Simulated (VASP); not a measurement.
An input for Quantum ESPRESSO's pw.x (written as the equivalent of a VASP run, and not itself run):

```
&CONTROL
  calculation = 'vc-relax'
  pseudo_dir = './pseudo'
  outdir = './out'
  tprnfor = .true.
  tstress = .true.
  nstep = 60
  forc_conv_thr = 0.00078
/
&SYSTEM
  ibrav = 0
  nat = 4
  ntyp = 2
  ecutwfc = 74
  occupations = 'smearing'
  smearing = 'methfessel-paxton'
  degauss = 0.00735
  input_dft = 'pbesol'
/
&ELECTRONS
  conv_thr = 7.3e-08
  electron_maxstep = 100
/
&IONS
/
&CELL
/
ATOMIC_SPECIES
  K 39.098 K.upf
  Pb 207.200 Pb.upf
CELL_PARAMETERS angstrom
     4.9792618   -0.0000000    0.0000000
    -0.0000000    4.9792618    0.0000000
     0.0000000   -0.0000000    4.9792618
ATOMIC_POSITIONS crystal
  K    0.0000000  0.0000000  0.0000000
  Pb   0.0000000  0.5000000  0.5000000
  Pb   0.5000000  0.0000000  0.5000000
  Pb   0.5000000  0.5000000  0.0000000
K_POINTS automatic
  6 6 6 0 0 0
```

Task: Write the VASP files for the same calculation (PBEsol).

Result: This is not unique; one that fits is 
### INCAR
```
ALGO = Normal   ! blocked Davidson
NSW = 60
PREC = Accurate
EDIFFG = -0.02
ISMEAR = 1   ! Methfessel-Paxton
SIGMA = 0.1   ! width (eV)
LREAL = .False.   ! projection in real space or not
GGA = PS
LCHARG = .False.
SYSTEM = KPb3
LMAXMIX = 4
EDIFF = 1E-6
ISIF = 3   ! ions, shape and volume
NELM = 100   ! most electronic steps
LWAVE = .False.
LASPH = .True.
ENCUT = 400   ! plane-wave cut-off (eV)
IBRION = 2   ! conjugate gradients
```

### POSCAR
```
KPb3
1.0
  4.9792618147   0.0000000000   0.0000000000
  0.0000000000   4.9792618147   0.0000000000
  0.0000000000   0.0000000000   4.9792618147
K Pb
1 3
Cartesian
  0.0000000000   0.0000000000   0.0000000000
  0.0000000000   2.4896309074   2.4896309074
  2.4896309074   0.0000000000   2.4896309074
  2.4896309074   2.4896309074   0.0000000000
```

File KPOINTS:
```
kpoints
0
G
 6 6 6
0 0 0
```

POTCAR, in this order: K_sv Pb_d (PBE.64 set). Program: vasp_std.

The two are equivalent in intent, not identical: the potentials are each code's own (VASP's PAW set, PseudoDojo norm-conserving files in pw.x), so ENCUT and ecutwfc are chosen apart and not converted; conv_thr bounds pw.x's estimated SCF error, while EDIFF bounds the energy change between steps; forc_conv_thr acts on force components and is met together with etot_conv_thr.

The structure comes from a computed database's KPb3 entry (Pm-3m); how it stands against other phases isn't given here. This run relaxes it. Symmetry was kept, so distortions that lower it aren't found. The start is the result of an earlier pass.
